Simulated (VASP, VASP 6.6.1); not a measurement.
# Lattice constant $a$ of hcp scandium with LDA, PBEsol, PBE and r2SCAN

## Reference data

The reference is the hexagonal lattice constant of scandium metal, $a = 3.31$ Å, taken from "Electronic structure investigation of the cubic inverse perovskite Sc3AlN" (2011, arXiv:1112.2697). There it is a literature value that served as input to a calculation, not a new measurement. Neither the method nor the form of the sample is given with it. We take it to be a rounded room-temperature value for the hcp metal. Dissolved hydrogen and other interstitials shift the lattice constants of scandium slightly, and the purity of the sample behind the number is not known to us. A published structure refinement, from which our starting cell is derived, has $a = 3.309$ Å, in agreement with the reference at the precision that matters here.

| compared with | measured | source's wording or label | method |
| --- | --- | --- | --- |
| lattice constant a of the conventional cell (Å) | 3.31 | hexagonal a | not stated |

Conditions are those given with the value in the passage it was taken from; "not stated" means there, and the paper may say more elsewhere.

## Method

We look for the cheapest density functional that gives $a$ of hcp scandium within 0.5 % of the reference, which is about 0.017 Å either way. This is narrow enough to separate functionals whose usual errors in metals are one or two per cent, and wide enough that the rounding of the reference does not dominate. The calculations treat static nuclei at zero temperature; thermal expansion and zero-point motion together should make a room-temperature $a$ larger by a few tenths of a per cent at most.

The model is the two-atom hcp cell without magnetic order, since scandium is an enhanced paramagnet. The cell starts from the refined structure stretched by 3 % in volume and is relaxed twice, so that the second relaxation begins with a basis suited to the new cell. We begin with LDA, go on to gradient-corrected functionals if it misses, and consider dearer functionals only if those fail too. The $k$ mesh and the cutoff are to be tested before a verdict, because a transition metal with a partly filled d band can be sensitive to the sampling of its Fermi surface.

System: Sc; P6_3/mmc (No. 194), 2 atoms in the cell; conventional a = 3.309, c = 5.273 A, from a published structure refinement (COD).

## 1. LDA as the lowest rung

LDA is the simplest functional, and a two-atom metal cell costs little even on a fairly dense mesh. We expect it to overbind and to give $a$ too small by one or two per cent, which would miss the target. The run then shows how much a gradient correction has to restore.

**Run 1.** VASP 6.6.1: LDA; 450 eV, 16x16x8 k mesh; cell and atoms relaxed, relaxed twice.

Key lines of the input:
```
ALGO = Normal
EDIFF = 1E-06
EDIFFG = -0.004
ENCUT = 450
GGA = CA
IBRION = 2
ISIF = 3
ISMEAR = 1
NBANDS = 17
NELM = 100
NSW = 50
PREC = Accurate
SIGMA = 0.15
KPOINTS: Gamma, 16 16 8
PAW data sets: Sc_sv (LDA 64)
```

Command:
```
mpirun -np 4 vasp_std
```

Selected lines of the output:
```
 reached required accuracy - stopping structural energy minimisation
  volume of cell :       45.08
     3.232526264  0.000000000 -0.000000000     0.309355568  0.178606521 -0.000000000
     0.000000000  0.000000000  4.981464690     0.000000000  0.000000000  0.200744171
```

Converged; 1.7 min on 4 cores of Intel Xeon Platinum 8488C (Sapphire Rapids), shared host (all steps together).

| quantity | run 1 | measured | deviation |
| --- | --- | --- | --- |
| lattice constant a of the conventional cell (Å) | 3.233 | 3.31 | −0.077 (−2.3 %) |
| volume of the conventional cell (Å³) | 45.08 |  |  |
| lattice constant c of the conventional cell (Å) | 4.981 |  |  |
| space group at the end | P6_3/mmc |  |  |
| pressure left at the end (GPa) | 0.0031 |  |  |

LDA gives $a = 3.233$ Å, 2.3 % below the reference and somewhat further off than the one or two per cent we had expected. Thermal expansion and zero-point motion have the right sign to explain part of this, but are far too small to close the gap. The $c$ axis contracts even more: 4.981 Å against 5.273 Å in the refined structure, about 5.5 %. LDA therefore makes the cell too flat as well as too small.

## 2. Two gradient corrections at equal cost

A gradient correction is the next step up and adds little to the cost of a cell this small. We run PBEsol and PBE side by side with the mesh and cutoff unchanged, since neither is dearer than the other. Both should lengthen $a$. PBEsol is built for the lattice constants of solids, but it usually stays closer to LDA than PBE does, and after so large an LDA error it may not go far enough. We expect PBE to come nearer to the reference.

**Run 2.** VASP 6.6.1: PBEsol; 450 eV, 16x16x8 k mesh; cell and atoms relaxed, relaxed twice.

Key lines of the input, as changed from run 1:
```diff
- GGA = CA
+ GGA = PS
- PAW data sets: Sc_sv (LDA 64)
+ PAW data sets: Sc_sv (PBE 64)
```

Selected lines of the output:
```
     3.277979358  0.000000000  0.000000000     0.305065984  0.176129928  0.000000000
     0.000000000  0.000000000  5.078438211     0.000000000  0.000000000  0.196910932
```

Converged; 93 s, same machine (all steps together).

**Run 3.** VASP 6.6.1: PBE; 450 eV, 16x16x8 k mesh; cell and atoms relaxed, relaxed twice.

Key lines of the input, as changed from run 2:
```diff
- GGA = PS
+ GGA = PE
```

Selected lines of the output:
```
  volume of cell :       49.25
     3.319395994  0.000000000  0.000000000     0.301259627  0.173932327  0.000000000
     0.000000000  0.000000000  5.161562551     0.000000000  0.000000000  0.193739781
```

Converged; 64 s, same machine (all steps together).

| quantity | run 2 | run 3 | measured |
| --- | --- | --- | --- |
| lattice constant a of the conventional cell (Å) | 3.278 | 3.319 | 3.31 |
| volume of the conventional cell (Å³) | 47.26 | 49.25 |  |
| lattice constant c of the conventional cell (Å) | 5.078 | 5.162 |  |
| space group at the end | P6_3/mmc | P6_3/mmc |  |
| pressure left at the end (GPa) | −0.0209 | 0.0003 |  |

PBE gives $a = 3.319$ Å, 0.3 % above the reference and inside the target. PBEsol recovers only part of the LDA error and misses by 1.0 % on the short side. The two runs took similar times, so PBEsol has no advantage in cost.

The agreement of PBE does not extend to the whole cell. Its $c$ of 5.162 Å is about 2 % shorter than the 5.273 Å of the refined structure, while its $a$ is slightly longer. All three functionals give a cell that is too flat, with $c/a$ between 1.54 and 1.56, roughly 2 to 3 % below the ratio in the refinement. A good $a$ may therefore owe something to an error in shape.

## 3. Denser mesh and higher cutoff

The axial ratio of a hexagonal transition metal can depend on how the Fermi surface is sampled, so the flat cell is a reason to test the mesh before blaming the functionals. We repeat the PBEsol relaxation once with a denser mesh and once with a higher cutoff, changing one setting at a time. These tests apply strictly to PBEsol; for PBE, which has the same PAW data and a similar electronic structure, they are only a guide. The PBE value lies about 0.007 Å inside the upper limit, and we expect both changes in $a$ to be smaller than that.

**Run 4.** VASP 6.6.1: PBEsol; 450 eV, 22x22x12 k mesh; cell and atoms relaxed, relaxed twice.

Key lines of the input, as changed from run 2:
```diff
- KPOINTS: Gamma, 16 16 8
+ KPOINTS: Gamma, 22 22 12
```

Selected lines of the output:
```
     3.277931845 -0.000000000 -0.000000000     0.305070406  0.176132481 -0.000000000
     0.000000000  0.000000000  5.077064690     0.000000000  0.000000000  0.196964203
```

Converged; 2.4 min, same machine (all steps together).

**Run 5.** VASP 6.6.1: PBEsol; 600 eV, 16x16x8 k mesh; cell and atoms relaxed, relaxed twice.

Key lines of the input, as changed from run 2:
```diff
- ENCUT = 450
+ ENCUT = 600
```

Selected lines of the output:
```
     3.278322983 -0.000000000 -0.000000000     0.305034008  0.176111467 -0.000000000
     0.000000000  0.000000000  5.080018733     0.000000000  0.000000000  0.196849668
```

Converged; 2.8 min, same machine (all steps together).

| quantity | run 4 | run 5 | measured |
| --- | --- | --- | --- |
| lattice constant a of the conventional cell (Å) | 3.278 | 3.278 | 3.31 |
| volume of the conventional cell (Å³) | 47.24 | 47.28 |  |
| lattice constant c of the conventional cell (Å) | 5.077 | 5.080 |  |
| space group at the end | P6_3/mmc | P6_3/mmc |  |
| pressure left at the end (GPa) | −0.0067 | −0.0177 |  |

Neither change matters for $a$: the denser mesh and the higher cutoff each move it by less than 0.001 Å, and $c$ by less than 0.002 Å. Shifts this small are comparable to what the stopping criterion of the relaxations allows, so we attach no meaning to their signs. The PBEsol miss is therefore not a matter of sampling or basis size, and neither is its flat cell. For PBE the result is indirect support: its margin of about 0.007 Å is many times larger than the shifts seen here.

## 4. A meta-GGA for the axial ratio

PBE already meets the target for $a$, so a dearer functional is not needed for that. The short $c$ axis remains unexplained, however, and it weakens confidence in the good $a$. We therefore relax the cell once with r2SCAN, which adds the kinetic-energy density to the functional, and include the non-spherical gradient terms inside the PAW spheres. If the axial ratio moves towards the refined one, the flat cell is at least partly due to the simpler treatment; if it stays, the cause must be sought elsewhere. We expect a longer run than with PBE and have no firm expectation for the shape.

**Run 6.** VASP 6.6.1: r2SCAN; 450 eV, 16x16x8 k mesh; cell and atoms relaxed, relaxed twice, LASPH on.

Key lines of the input, as changed from run 2:
```diff
- GGA = PS
+ LASPH = .TRUE.
+ METAGGA = R2SCAN
```

Selected lines of the output:
```
 reached required accuracy - stopping structural energy minimisation
  volume of cell :       49.93
     3.331936189  0.000000000  0.000000000     0.300125796  0.173277709  0.000000000
     0.000000000  0.000000000  5.193026263     0.000000000  0.000000000  0.192565943
```

Converged; 3 min, same machine (all steps together).

| quantity | run 6 | measured | deviation |
| --- | --- | --- | --- |
| lattice constant a of the conventional cell (Å) | 3.332 | 3.31 | +0.022 (+0.7 %) |
| volume of the conventional cell (Å³) | 49.93 |  |  |
| lattice constant c of the conventional cell (Å) | 5.193 |  |  |
| space group at the end | P6_3/mmc |  |  |
| pressure left at the end (GPa) | 0.0034 |  |  |

r2SCAN gives $a = 3.332$ Å, 0.7 % above the reference, a narrow miss about 0.005 Å beyond the upper limit. It lengthens both axes relative to PBE but hardly changes the shape: $c/a$ rises from 1.555 to 1.559, still roughly 2 % below the ratio in the refined structure. With $a$ too long and $c$ still 1.5 % too short, the two errors nearly cancel in the volume, which comes out close to that of the refined cell.

The meta-GGA thus does not cure the flat cell. For the basal lattice constant, the step up from PBE brings no gain.

## Comparison with experiment

| run | settings | lattice constant a of the conventional cell (Å) | deviation | cost |
| --- | --- | --- | --- | --- |
| 1 | LDA, 450 eV, 16x16x8 k mesh | 3.233 | −0.077 (−2.3 %) | 6.7 core-min |
| 2 | PBEsol, 450 eV, 16x16x8 k mesh | 3.278 | −0.032 (−1.0 %) | 6.2 core-min |
| 3 | PBE, 450 eV, 16x16x8 k mesh | 3.319 | +0.009 (+0.3 %) | 4.2 core-min |
| 4 | PBEsol, 450 eV, 22x22x12 k mesh | 3.278 | −0.032 (−1.0 %) | 9.6 core-min |
| 5 | PBEsol, 600 eV, 16x16x8 k mesh | 3.278 | −0.032 (−1.0 %) | 11 core-min |
| 6 | r2SCAN, 450 eV, 16x16x8 k mesh, LASPH on | 3.332 | +0.022 (+0.7 %) | 12 core-min |
|  | measured | 3.31 |  |  |

## Discussion

PBE meets the target: its $a$ of 3.319 Å lies 0.3 % above the reference, at a cost of 4.2 core-minutes. LDA and PBEsol are too short by 2.3 % and 1.0 % and save nothing noticeable in time; r2SCAN narrowly misses on the long side.

The pass holds for $a$ alone and does not show that PBE describes the cell well. Its $c$ axis is about 2 % shorter than in the refined structure, and its volume is roughly 1.5 % too small. At the same volume but with the refined axial ratio, $a$ would be about half a per cent too short, so the good value depends partly on the error in shape. Thermal expansion and zero-point motion, absent from the runs, would lengthen $a$ by perhaps a few tenths of a per cent and could bring PBE to the upper limit or past it.

The step from PBEsol to PBE decided the outcome. The tests of mesh and cutoff showed that neither explains the PBEsol miss, but they would have served the verdict better at the PBE level, where they were not made. The r2SCAN run did not remove the flattening, which all four functionals share.

These runs do not identify the cause of that flattening. Dissolved hydrogen or other interstitials in the measured samples shift the lattice constants only slightly, so they are unlikely to account for a $c$ axis that differs by about 2 %. The PBE run also left out the non-spherical gradient terms inside the PAW spheres, and their effect on the PBE cell was not examined here.

[Logs are printed without paths, hosts, clocks, repeated set-up lines and the standing remarks that a program may print on its own settings, such as how far it seeks lower states.]

[The runs shown are a pick from a larger set of finished runs; failed, doubtful and other runs were left out of it ahead of writing. So were measured values far from every level or from commonly accepted values, and agreement can look better than it is. Lines of input and output are excerpts and may be shortened.]
